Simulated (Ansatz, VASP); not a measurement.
## Cross-check of Si2Ni between VASP and Ansatz

Wanted: the spread between two codes on one cell, functional and k mesh.

Program: Ansatz 0.2.0. Level of theory: plane waves, with VASP 6.6.1 beside it; relaxation of cell and atoms at PBEsol and relaxation of cell and atoms at PBE. Results are calculated unless marked as measured.

## (1) The starting structure

The structure is cubic, space group Fm-3m (No. 225). Conventional cell: a = 5.406 Å, b = 5.406 Å, c = 5.406 Å, α = 90.00°, β = 90.00°, γ = 90.00°. Nearest to Si lie 4 Ni at 2.34 Å. Nearest to Ni lie 8 Si at 2.34 Å. Farther neighbours are not listed.

## (2) VASP: relaxation of cell and atoms, PBEsol

The relaxed volume is the usual yardstick between codes: its relative difference is about their pressure difference at one cell divided by the bulk modulus.

Lines of VASP's logs that name or quote its potential files are left out, and so is its time.

INCAR

```
SYSTEM = Si2Ni
PREC = Accurate
ENCUT = 520
EDIFF = 1E-06
NELM = 100
ISMEAR = -1
SIGMA = 0.05
LREAL = .FALSE.
ALGO = Normal
GGA = PS
NBANDS = 16
ISPIN = 2
MAGMOM = -0 -0 0
LASPH = .TRUE.
LMAXMIX = 4
LORBIT = 11
LWAVE = .FALSE.
LCHARG = .FALSE.
KPAR = 8
IBRION = 2
NSW = 60
ISIF = 3
EDIFFG = -0.01
```

POSCAR

```
Si2Ni
1.0
    0.0000000000      2.7030000000      2.7030000000
    2.7030000000      0.0000000000      2.7030000000
    2.7030000000      2.7030000000      0.0000000000
Si Ni
2 1
Direct
    0.2500000000      0.2500000000      0.2500000000
    0.7500000000      0.7500000000      0.7500000000
    0.0000000000      0.0000000000      0.0000000000
```

KPOINTS

```
Automatic mesh
0
Gamma
7 7 7
0 0 0
```

Potentials, in the order of the species: Si and Ni (PBE family, release 64).

Launch:

```
$ mpirun -np 8 vasp_std
```

Numbers of over 12 decimals in the logs are rounded to 6 here.

Output:

```text
[banner, memory and clock lines left out]
running    8 mpi-ranks, on    1 nodes
 distrk:  each k-point on    1 cores,    8 groups
 distr:  one band on    1 cores,    1 groups

 POSCAR found type information on POSCAR SiNi
 POSCAR found :  2 types and       3 ions
|                                                                             |
|           W    W    AA    RRRRR   N    N  II  N    N   GGGG   !!!           |
|           W    W   A  A   R    R  NN   N  II  NN   N  G    G  !!!           |
|           W    W  A    A  R    R  N N  N  II  N N  N  G       !!!           |
|           W WW W  AAAAAA  RRRRR   N  N N  II  N  N N  G  GGG   !            |
|           WW  WW  A    A  R   R   N   NN  II  N   NN  G    G                |
|           W    W  A    A  R    R  N    N  II  N    N   GGGG   !!!           |
|                                                                             |
|     For optimal performance we recommend to set                             |
|       NCORE = 2 up to number-of-cores-per-socket                            |
|     NCORE specifies how many cores store one orbital (NPAR=cpu/NCORE).      |
|     This setting can greatly improve the performance of VASP for DFT.       |
|     The default, NCORE=1 might be grossly inefficient on modern             |
|     multi-core architectures or massively parallel machines. Do your        |
|     Unfortunately you need to use the default for GW and RPA                |
|     calculations (for HF NCORE is supported but not extensively tested      |
|     yet).                                                                   |
|                                                                             |

|                                                                             |
|               ----> ADVICE to this user running VASP <----                  |
|                                                                             |
|     You enforced a specific xc type in the INCAR file but a different       |
|     [... a line on the potential file left out ...]
|     I HOPE YOU KNOW WHAT YOU ARE DOING!                                     |
|                                                                             |

 LDA part: xc-table for (Slater+PW92), standard interpolation
 POSCAR, INCAR and KPOINTS ok, starting setup
 FFT: planning ... GRIDC
 FFT: planning ... GRID_SOFT
 FFT: planning ... GRID
 WAVECAR not read
 entering main loop
       N       E                     dE             d eps       ncg     rms          rms(c)
DAV:   1     0.623069616362E+02    0.62307E+02   -0.76942E+03  1296   0.114E+03
DAV:   2    -0.178528441465E+02   -0.80160E+02   -0.72937E+02  1416   0.212E+02
DAV:   3    -0.211996127622E+02   -0.33468E+01   -0.32908E+01  1680   0.470E+01
DAV:   4    -0.212511229508E+02   -0.51510E-01   -0.51486E-01  1488   0.565E+00
DAV:   5    -0.212524143356E+02   -0.12914E-02   -0.12914E-02  1656   0.930E-01    0.172E+01
DAV:   6    -0.263340420348E+02   -0.50816E+01   -0.44160E+01  1304   0.155E+02    0.258E+01
DAV:   7    -0.191660526342E+02    0.71680E+01   -0.13420E+01  1592   0.952E+01    0.392E+00
DAV:   8    -0.190437816333E+02    0.12227E+00   -0.16956E+00  1696   0.207E+01    0.255E+00
DAV:   9    -0.189993054701E+02    0.44476E-01   -0.22894E-01  1648   0.773E+00    0.571E-01
DAV:  10    -0.189987510504E+02    0.55442E-03   -0.52885E-03  1800   0.880E-01    0.353E-01
DAV:  11    -0.189984626007E+02    0.28845E-03   -0.64924E-04  1696   0.377E-01    0.407E-02
DAV:  12    -0.189984757332E+02   -0.13132E-04   -0.65556E-05  1456   0.553E-02    0.222E-02
DAV:  13    -0.189984752028E+02    0.53042E-06   -0.24202E-06  1576   0.283E-02
   1 F= -.18998475E+02 E0= -.18995014E+02  d E =-.189985E+02  mag=     0.0000
 curvature:   0.00 expect dE= 0.000E+00 dE for cont linesearch  0.000E+00
 trial: gam= 0.00000 g(F)=  0.199E-49 g(S)=  0.517E-02 ort = 0.000E+00 (trialstep = 0.100E+01)
 search vector abs. value=  0.517E-02
 bond charge predicted
       N       E                     dE             d eps       ncg     rms          rms(c)
DAV:   1    -0.190702438728E+02   -0.71768E-01   -0.53749E-01  1328   0.145E+01    0.254E+00
DAV:   2    -0.192060784126E+02   -0.13583E+00   -0.11318E+00  1424   0.267E+01    0.381E+00
DAV:   3    -0.190006845871E+02    0.20539E+00   -0.47396E-01  1456   0.185E+01    0.338E-01
DAV:   4    -0.189999748580E+02    0.70973E-03   -0.13691E-02  1312   0.656E-01    0.226E-01
DAV:   5    -0.189994113577E+02    0.56350E-03   -0.88474E-04  1688   0.720E-01    0.433E-02
DAV:   6    -0.189994191612E+02   -0.78035E-05   -0.99048E-05  1616   0.902E-02    0.181E-02
DAV:   7    -0.189994212506E+02   -0.20895E-05   -0.63789E-06  1528   0.225E-02    0.462E-03
DAV:   8    -0.189994208875E+02    0.36316E-06   -0.14291E-07   704   0.435E-03
   2 F= -.18999421E+02 E0= -.18995942E+02  d E =-.945685E-03  mag=    -0.0000
 trial-energy change:   -0.000946  1 .order   -0.000420   -0.005165    0.004325
 step:   0.6224(harm=  0.5442)  dis= 0.00000  next Energy=   -19.000209 (dE=-0.173E-02)
 bond charge predicted
       N       E                     dE             d eps       ncg     rms          rms(c)
DAV:   1    -0.190102041883E+02   -0.10783E-01   -0.77135E-02  1312   0.552E+00    0.941E-01
DAV:   2    -0.190285477951E+02   -0.18344E-01   -0.15341E-01  1488   0.100E+01    0.141E+00
DAV:   3    -0.190005511563E+02    0.27997E-01   -0.69829E-02  1424   0.671E+00    0.164E-01
DAV:   4    -0.190002602486E+02    0.29091E-03   -0.14006E-03  1408   0.374E-01    0.338E-02
DAV:   5    -0.190002530852E+02    0.71634E-05   -0.57228E-05  1976   0.112E-01    0.152E-02
DAV:   6    -0.190002525954E+02    0.48982E-06   -0.38078E-06  1440   0.224E-02
   3 F= -.19000253E+02 E0= -.18996790E+02  d E =-.177739E-02  mag=     0.0000
 curvature:  -0.26 expect dE=-0.295E-05 dE for cont linesearch -0.295E-05
 trial: gam= 0.00000 g(F)=  0.185E-48 g(S)=  0.112E-04 ort =-0.240E-03 (trialstep = 0.924E+00)
 search vector abs. value=  0.112E-04
 reached required accuracy - stopping structural energy minimisation
```

From OUTCAR (step 2):

```text
ion  position               nearest neighbor table
   1  0.250  0.250  0.250-   3 2.34   3 2.34   3 2.34   3 2.34   2 2.70   2 2.70   2 2.70   2 2.70
                             2 2.70   2 2.70
   2  0.750  0.750  0.750-   3 2.34   3 2.34   3 2.34   3 2.34   1 2.70   1 2.70   1 2.70   1 2.70
                             1 2.70   1 2.70
   3  0.000  0.000  0.000-   2 2.34   1 2.34   2 2.34   1 2.34   2 2.34   2 2.34   1 2.34   1 2.34

  LATTYP: Found a face centered cubic cell.
 ALAT       =     5.4060000000

 Subroutine GETGRP returns: Found 48 space group operations
 (whereof 48 operations were pure point group operations)

The static configuration has the point symmetry O_h .

 Found     20 irreducible k-points:

   k-points           NKPTS =     20   k-points in BZ     NKDIM =     20   number of bands    NBANDS=     16

   dimension x,y,z NGX =    28 NGY =   28 NGZ =   28
   dimension x,y,z NGXF=    56 NGYF=   56 NGZF=   56

   ENCUT  =  520.0 eV  38.22 Ry    6.18 a.u.   7.11  7.11  7.11*2*pi/ulx,y,z

   NELECT =      18.0000    total number of electrons

 k-points in reciprocal lattice and weights: Automatic mesh
   0.00000000  0.00000000  0.00000000       0.003
   0.14285714  0.00000000  0.00000000       0.023
   0.28571429  0.00000000  0.00000000       0.023
   0.42857143  0.00000000  0.00000000       0.023
   0.14285714  0.14285714  0.00000000       0.017
   0.28571429  0.14285714  0.00000000       0.070
   0.42857143  0.14285714  0.00000000       0.070
  -0.42857143  0.14285714  0.00000000       0.070
  -0.28571429  0.14285714  0.00000000       0.070
[...]
-0.42857143  0.42857143  0.14285714       0.070
  -0.28571429  0.42857143  0.14285714       0.070

 average (electrostatic) potential at core
       1 -79.5049       2 -79.5049       3 -82.0348

 E-fermi :  10.4571

 spin component 1
 k-point     1 :       0.0000    0.0000    0.0000
  band No.  band energies     occupation
    ...
      3       5.2221      1.00000
      4       5.2221      1.00000
      5       6.9246      1.00000
      6       6.9246      1.00000
      7      10.3164      0.94352
      8      12.2296      0.00000
      9      12.2296      0.00000
     10      12.2296      0.00000
     11      12.7453      0.00000
     12      12.7453      0.00000
    ...

 k-point     2 :       0.1429    0.0000    0.0000
  band No.  band energies     occupation
    ...
      3       5.3150      1.00000
      4       5.3150      1.00000
      5       6.8747      1.00000
      6       6.8747      1.00000
      7       9.3939      1.00000
      8      11.1931      0.00000
      9      11.2155      0.00000
     10      11.2155      0.00000
     11      13.5204      0.00000
     12      13.5204      0.00000
    ...

 k-point     3 :       0.2857    0.0000    0.0000
  band No.  band energies     occupation
    ...
      5       6.8571      1.00000
      6       6.8571      1.00000
      7       7.6292      1.00000
      8      10.0860      0.99940
      9      10.0860      0.99940
     10      11.8130      0.00000
     11      12.8000      0.00000
     12      12.8000      0.00000
     13      13.7693      0.00000
     14      16.4873      0.00000
    ...

 k-point     4 :       0.4286    0.0000    0.0000
  band No.  band energies     occupation
    ...
      5       6.8103      1.00000
      6       7.0474      1.00000
      7       7.0474      1.00000
      8       9.1940      1.00000
      9       9.1940      1.00000
     10      12.2224      0.00000
     11      12.3677      0.00000
     12      12.3677      0.00000
     13      13.2369      0.00000
     14      18.9187      0.00000
    ...

 k-point     5 :       0.1429    0.1429    0.0000
  band No.  band energies     occupation
    ...
      5       6.6606      1.00000
      6       6.9996      1.00000
      7      10.0819      0.99945
      8      10.0819      0.99945
      9      10.1834      0.99582
     10      11.0733      0.00000
     11      13.2119      0.00000
     12      13.5341      0.00000
     13      15.2812      0.00000
     14      15.2812      0.00000
    ...

 k-point     6 :       0.2857    0.1429    0.0000
  band No.  band energies     occupation
    ...
      5       6.3908      1.00000
      6       7.0571      1.00000
      7       8.0266      1.00000
      8       9.1600      1.00000
      9       9.7415      1.00000
     10      10.9226      0.00009
     11      13.4516      0.00000
     12      14.1260      0.00000
     13      14.6259      0.00000
     14      15.3514      0.00000
    ...

  Total        0.0152265      0.0152265      0.0152265      0.0000000      0.0000000     -0.0000000
  in kB        0.6237585      0.6237585      0.6237585      0.0000000      0.0000000     -0.0000000
  external PRESSURE =       0.6237585 kB  Pullay stress =       0.0000000 kB

  energy-cutoff  :      520.00
  volume of cell :       39.11
      direct lattice vectors                 reciprocal lattice vectors
    -0.000000000  2.694148283  2.694148283    -0.185587409  0.185587409  0.185587409
     2.694148283 -0.000000000  2.694148283     0.185587409 -0.185587409  0.185587409
     2.694148283  2.694148283 -0.000000000     0.185587409  0.185587409 -0.185587409

 POSITION                                       TOTAL-FORCE (eV/Angst)
 -----------------------------------------------------------------------------------
      1.34707      1.34707      1.34707        -0.000000      0.000000     -0.000000
      4.04122      4.04122      4.04122         0.000000     -0.000000      0.000000
     -0.00000      0.00000      0.00000        -0.000000     -0.000000      0.000000
 -----------------------------------------------------------------------------------
    total drift:                               -0.000000     -0.000000      0.000000

  FREE ENERGIE OF THE ION-ELECTRON SYSTEM (eV)
  ---------------------------------------------------
  free  energy   TOTEN  =       -19.0002525954 eV

  energy  without entropy=      -18.9933268942  energy(sigma->0) =      -18.99678974

 reached required accuracy - stopping structural energy minimisation

 total charge
# of ion       s       p       d       tot
------------------------------------------
    1        0.738   0.850   0.000   1.588
    2        0.738   0.850   0.000   1.588
    3        0.569   0.823   8.461   9.853
--------------------------------------------------
tot          2.044   2.524   8.461  13.029

 magnetization (x)
# of ion       s       p       d       tot
------------------------------------------
    1       -0.000  -0.000   0.000  -0.000
    2       -0.000  -0.000   0.000  -0.000
    3        0.000  -0.000  -0.000  -0.000
--------------------------------------------------
tot         -0.000  -0.000  -0.000  -0.000

[... 1 further part left out ...]
```

CONTCAR:

```
Si2Ni
   1.00000000000000
    -0.0000000000000000    2.6941482832194583    2.6941482832194583
     2.6941482832194583   -0.0000000000000000    2.6941482832194583
     2.6941482832194583    2.6941482832194583   -0.0000000000000000
  Si              Ni
     2     1
Direct
     0.2500000000000000    0.2500000000000000    0.2500000000000000
     0.7500000000000000    0.7500000000000000    0.7500000000000000
     0.0000000000000000    0.0000000000000000    0.0000000000000000
```

This run allows spin, but its moments start at zero, where symmetry between the spins tends to hold them, although Ni can carry a moment.

(Continued in part 2 of 2.)

[Lines on the potential files, build, host, timing and source positions are cut from VASP's logs without a mark.]

[Logs are printed without paths, hosts, clocks, repeated set-up lines and the standing remarks that a program may print on its own settings, such as how far it seeks lower states.]

[Hosts, paths, dates, database ids (printed as entryN), source tags and the programs' standing remarks are cut or masked in the printed files.]
